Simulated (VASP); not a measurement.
OSZICAR of a VASP run on NiAl (CsCl type):

### OSZICAR
```
       N       E                     dE             d eps       ncg     rms          rms(c)
DAV:   1     0.449024397035E+02    0.44902E+02   -0.58147E+03  1712   0.140E+03
DAV:   2    -0.710609828302E+01   -0.52009E+02   -0.49348E+02  1694   0.209E+02
DAV:   3    -0.840710754990E+01   -0.13010E+01   -0.12897E+01  2042   0.426E+01
DAV:   4    -0.842651290475E+01   -0.19405E-01   -0.19399E-01  1952   0.460E+00
DAV:   5    -0.842708183676E+01   -0.56893E-03   -0.56890E-03  1926   0.825E-01    0.122E+01
DAV:   6    -0.100201087371E+02   -0.15930E+01   -0.54971E+01  1880   0.130E+02    0.147E+01
DAV:   7    -0.700980809034E+01    0.30103E+01   -0.15828E+01  1856   0.776E+01    0.110E+00
DAV:   8    -0.700473424582E+01    0.50738E-02   -0.33558E-01  2014   0.719E+00    0.108E+00
DAV:   9    -0.699057690582E+01    0.14157E-01   -0.53220E-02  1938   0.392E+00    0.182E-01
DAV:  10    -0.699031366370E+01    0.26324E-03   -0.11979E-03  1916   0.528E-01    0.771E-02
DAV:  11    -0.699030695096E+01    0.67127E-05   -0.41885E-05  2434   0.758E-02    0.246E-02
DAV:  12    -0.699030595176E+01    0.99920E-06   -0.34924E-06  1976   0.339E-02    0.430E-03
DAV:  13    -0.699030565046E+01    0.30129E-06   -0.66403E-08  1102   0.387E-03    0.224E-03
DAV:  14    -0.699030566626E+01   -0.15801E-07   -0.48123E-08   858   0.336E-03
   1 F= -.69903057E+01 E0= -.69903481E+01  d E =0.127425E-03
```

**Question.** Which electronic solver shows in the log?

**Answer.** It is blocked Davidson (ALGO = Normal, or the opening steps of other solvers). The INCAR had ALGO = Normal.

**Question.** How was spin treated?

**Answer.** Without spin polarisation: there is no mag entry.

**Question.** Can the final energy be trusted as converged?

**Answer.** The run converged. It stopped with EDIFF = 1E-7, NELM = 100 (vdW-DF-cx, plane waves, VASP's PBE PAW potentials (set 64)).

The compound is NiAl in the CsCl type structure. This cell is one point of a volume scan, at 0.97 of the reference volume. The run is not spin-polarised, so no magnetic state was tried. The electron count is odd and the run is not spin-polarised, which forces a metal.
